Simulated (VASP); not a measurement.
Data:

```yaml
crystal:
  lattice:
    - [0.00000, 1.87497, 1.87497]
    - [1.87497, 0.00000, 1.87497]
    - [1.87497, 1.87497, 0.00000]
  atoms:
    - { symbol: Cu, position: [0.00000, 0.00000, 0.00000] }
```

All values below come from vdW-DF2, VASP's PBE PAW potentials (set 64) (plane waves; VASP). Settings: 520 eV cut-off, 19×19×19 Γ-centred mesh, tetrahedra with Blöchl corrections, potentials Cu.

Task: The job: Cu (fcc), 1 atom, vdW-DF2, static run, 520 eV, 19×19×19 Γ-centred mesh. Roughly how much core time does it take on a busy server core?

Result: About 20 core-seconds (one run on a shared machine, a rough figure). It had 220 irreducible k-points, 9 bands, up to 366 plane waves and 14 electronic steps.

The compound is Cu in the fcc structure. It was relaxed first, which changed the volume by +12 %.
